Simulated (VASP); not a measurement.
Consider the following.

```yaml
crystal:
  lattice:
    - [1.75977, -3.04801, 0.00000]
    - [1.75977, 3.04801, 0.00000]
    - [0.00000, 0.00000, 6.00846]
  atoms:
    - { symbol: Ti, position: [0.00000, 0.00000, 0.00000] }
    - { symbol: Se, position: [0.33333, 0.66667, 0.25739] }
    - { symbol: Se, position: [0.66667, 0.33333, 0.74261] }
```

Method: optB86b-vdW, VASP's PBE PAW potentials (set 64) (plane waves; VASP). Numerical set-up: 520 eV cut-off, Gaussian smearing of 0.050 eV, potentials Ti_sv Se.

Question: Give the energies of bands 7 to 15 at the high-symmetry points, in eV from the Fermi level.

Answer: 
```
band      Γ      M      K      A      L      H
----  -----  -----  -----  -----  -----  -----
7     -5.40  -5.19  -4.30  -3.76  -5.25  -4.29
8     -2.28  -3.80  -3.98  -2.68  -4.60  -4.29
9     -2.28  -2.79  -3.98  -2.23  -2.76  -3.79
10     0.16  -2.75  -2.60  -2.23  -2.50  -3.19
11     0.42  -2.28  -2.60   0.28  -1.21  -2.12
12     0.42  -1.37  -2.41   0.28  -0.94  -2.12
13     0.51   0.04   1.10   0.41  -0.22   1.11
14     0.51   1.32   1.59   0.41   1.32   1.20
15     0.57   1.73   1.59   1.18   1.70   1.20
```

It has no gap at this level: it comes out as a metal or semimetal.

The compound is TiSe2 in the 1T layered structure. It was relaxed first.
